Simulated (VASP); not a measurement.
# LaSe (relaxed from the zinc blende structure, space group F-43m): computed properties

These are PBEsol GGA, VASP's PBE PAW potentials (set 64) (plane waves; VASP) values and carry that method's errors.

```yaml
space_group: F-43m (216)
cell: a = 6.681 Å, b = 6.681 Å, c = 6.681 Å, α = 90.00°, β = 90.00°, γ = 90.00°
volume_per_atom: 37.28 Å^3/atom
band gap (over mesh and band path): none (metal, semimetal or under 0.01 eV)
density: 4.85 g/cm³
```

Space group F-43m (No. 216); a = b = c = 6.681 Å, α = β = γ = 90.00°

```
atom  site  symmetry       x       y       z
----  ----  --------  ------  ------  ------
La      4a      -43m  0.0000  0.0000  0.0000
Se      4d      -43m  0.7500  0.7500  0.7500
```
(The calculation used a cell of 2 atoms; values per cell refer to that cell.)

The structure was generated: LaSe was put into the zinc blende type (F-43m), which need not be its known phase. It was relaxed first, which changed the volume by -31 %. Symmetry was kept, so distortions that lower it aren't found. The electron count is odd and the run is not spin-polarised, which forces a metal.
